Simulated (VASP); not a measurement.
# SrGaGeH (space group P3m1): computed properties

Method: LDA (Ceperley-Alder, Perdew-Zunger), VASP's LDA PAW potentials (set 64) (plane waves; VASP).

For SrGaGeH, the space group is P3m1 (156), the cell is a = 4.154 Å, b = 4.154 Å, c = 4.754 Å, α = 90.00°, β = 90.00°, γ = 120.00° and the volume per atom is 17.76 Å^3/atom. The band gap (over mesh and band path) is 0.32 eV and the smallest direct gap (over mesh and band path) is 0.44 eV. The Hill bulk modulus is 59.2 GPa and the Hill shear modulus comes out as 47.1 GPa. The Poisson's ratio is 0.185 and the band-edge character without spin-orbit coupling comes out as indirect, A to M. The band gap with spin-orbit coupling comes out as 0.30 eV and the density comes out as 5.40 g/cm³. The optical Γ-point spectrum comes out as 126 (×2), 134, 150, 258 (×2), 865 (×2), 1153 cm⁻¹.

```cif
data_HGaGeSr
_chemical_formula_sum 'Sr1 Ga1 Ge1 H1'
_space_group_name_H-M_alt 'P3m1'
_space_group_IT_number 156
_space_group_name_Hall 'P 3 -2"'
_cell_length_a 4.15448
_cell_length_b 4.15448
_cell_length_c 4.75370
_cell_angle_alpha 90.000
_cell_angle_beta 90.000
_cell_angle_gamma 120.000
loop_
_atom_site_label
_atom_site_type_symbol
_atom_site_symmetry_multiplicity
_atom_site_Wyckoff_symbol
_atom_site_fract_x
_atom_site_fract_y
_atom_site_fract_z
_atom_site_occupancy
Sr1 Sr 1 b 0.33333 0.66667 0.99632 1
Ga1 Ga 1 c 0.66667 0.33333 0.55474 1
Ge1 Ge 1 a 0.00000 0.00000 0.43548 1
H1 H 1 c 0.66667 0.33333 0.91908 1
```

The structure comes from a computed database's SrGaGeH entry (P3m1); how it stands against other phases isn't given here. It was relaxed first, which changed the volume by -7 %. Symmetry was kept, so distortions that lower it aren't found.
